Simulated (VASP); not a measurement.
An input for Ansatz (written as the equivalent of a VASP run, and not itself run):

Ansatz 0.2 input:
```yaml
crystal:
  lattice:
    - [-2.6486810, 2.6486810, 5.2217190]
    - [2.6486810, -2.6486810, 5.2217190]
    - [2.6486810, 2.6486810, -5.2217190]
  atoms:
    - { symbol: Zn, position: [0.7500000, 0.2500000, 0.5000000] }
    - { symbol: Zn, position: [0.0000000, 0.0000000, 0.0000000] }
    - { symbol: Ge, position: [0.2500000, 0.7500000, 0.5000000] }
    - { symbol: Ge, position: [0.5000000, 0.5000000, 0.0000000] }
    - { symbol: P, position: [0.1295600, 0.6250000, 0.0045600] }
    - { symbol: P, position: [0.3750000, 0.3795600, 0.5045600] }
    - { symbol: P, position: [0.6204400, 0.1250000, 0.9954400] }
    - { symbol: P, position: [0.8750000, 0.8704400, 0.4954400] }
kpoints:
  mp_grid: { grid: [5, 5, 5] }
hamiltonian:
  xc: pbe
  pseudopotentials: { kind: paw }
scf:
  occupations: { method: fermi_dirac, width: 0.02 }
  max_iter: 100
output: { forces: true, stress: true, eigenvalues: true }
```

Problem. Write the VASP files for the same calculation (PBE).

Solution. This is not unique; one that fits is 
File POSCAR:
```
ZnGeP2
1
   -2.6486810000     2.6486810000     5.2217190000
    2.6486810000    -2.6486810000     5.2217190000
    2.6486810000     2.6486810000    -5.2217190000
Zn Ge P
2 2 4
Direct
  0.7500000000   0.2500000000   0.5000000000
  0.0000000000   0.0000000000   0.0000000000
  0.2500000000   0.7500000000   0.5000000000
  0.5000000000   0.5000000000   0.0000000000
  0.1295600000   0.6250000000   0.0045600000
  0.3750000000   0.3795600000   0.5045600000
  0.6204400000   0.1250000000   0.9954400000
  0.8750000000   0.8704400000   0.4954400000
```

### KPOINTS
```
Regular mesh
0
gamma
 5 5 5
```

INCAR:
```
# general
SYSTEM   =  ZnGeP2
PREC     =  Accurate
ENCUT    =  300
LREAL    =  .FALSE.
LASPH    =  .TRUE.

# electronic loop
EDIFF    =  1E-6
NELM     =  100
ALGO     =  Normal
LMAXMIX  =  4

# smearing
ISMEAR   =  -1
SIGMA    =  0.02

# functional
GGA      =  PE

# ions
ISIF     =  2

# output
LWAVE    =  .FALSE.
LCHARG   =  .FALSE.
```

POTCAR, in this order: Zn Ge_d P (PBE.64 set). Program: vasp_std.

What does not carry over: each code has its own PAW files, so the cut-off isn't converted (ENCUT is set for VASP's; basis.ecutwfc is left out, and Ansatz then takes the one that its files recommend); Ansatz stops its SCF on the density residual and VASP on the energy change (EDIFF).

The structure comes from a computed database's ZnGeP2 entry; how it stands against other phases isn't given here. The cell was not relaxed at this level, and its volume differs by -5.9 % from the start's.
